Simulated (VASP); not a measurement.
A convergence study with VASP on C (graphite): one setting is varied, all else stays as given below, so the limit is that of these other settings.

```yaml
crystal:
  lattice:
    - [1.23000, -2.13042, 0.00000]
    - [1.23000, 2.13042, 0.00000]
    - [0.00000, 0.00000, 6.71000]
  atoms:
    - { symbol: C, position: [0.00000, 0.00000, 0.25000] }
    - { symbol: C, position: [0.00000, 0.00000, 0.75000] }
    - { symbol: C, position: [0.33333, 0.66667, 0.25000] }
    - { symbol: C, position: [0.66667, 0.33333, 0.75000] }
```

Level of theory: LDA (Ceperley-Alder, Perdew-Zunger), VASP's LDA PAW potentials (set 64) (plane waves; VASP 6.6.1). The tightest run used: 700 eV cut-off, 24×24×8 Γ-centred mesh, first-order Methfessel-Paxton smearing of 0.10 eV, potentials C.

Task: The settings run are 1×1×1 mesh; 2×2×1 mesh; 3×3×1 mesh; 4×4×1 mesh; 5×5×2 mesh; 6×6×2 mesh; 7×7×2 mesh; 9×9×3 mesh; 10×10×3 mesh; 11×11×3 mesh; 13×13×4 mesh; 14×14×4 mesh; 15×15×5 mesh; 17×17×5 mesh; 18×18×6 mesh; 19×19×6 mesh; 20×20×6 mesh; 21×21×7 mesh; 23×23×7 mesh; 24×24×8 mesh. From which on does the energy per atom stay within 0.001 eV/atom of the tightest run?

Result: From 11×11×3 mesh on: it is off by 0.0007 there and by no more than 0.001 in any finer run, while 10×10×3 mesh is off by 0.0015.
```csv
setting,E (eV/atom),pressure (GPa),irreducible k-points,difference judged (eV/atom)
1×1×1 mesh,-6.6673,22.22,1,3.4512
2×2×1 mesh,-9.1072,6.27,2,1.0113
3×3×1 mesh,-9.8726,-2.73,3,0.2460
4×4×1 mesh,-10.1078,-4.68,4,0.0108
5×5×2 mesh,-10.1094,-4.98,10,0.0091
6×6×2 mesh,-10.0971,-4.80,14,0.0214
7×7×2 mesh,-10.1236,-5.12,16,0.0051
9×9×3 mesh,-10.1141,-5.02,24,0.0044
10×10×3 mesh,-10.1200,-5.07,28,0.0015
11×11×3 mesh,-10.1193,-5.08,32,0.0007
13×13×4 mesh,-10.1190,-5.06,63,0.0005
14×14×4 mesh,-10.1190,-5.08,72,0.0005
15×15×5 mesh,-10.1179,-5.06,81,0.0006
17×17×5 mesh,-10.1189,-5.07,99,0.0004
18×18×6 mesh,-10.1182,-5.06,148,0.0003
19×19×6 mesh,-10.1186,-5.06,160,0.0001
20×20×6 mesh,-10.1188,-5.07,176,0.0003
21×21×7 mesh,-10.1185,-5.06,192,0.0001
23×23×7 mesh,-10.1188,-5.07,224,0.0002
24×24×8 mesh,-10.1185,-5.06,305,0.0000
```

Left out are rungs that failed or repeat a setting and relaxations that didn't move; long series are thinned to 24 rows.

The compound is C in the graphite structure. The cell was not relaxed at this level.
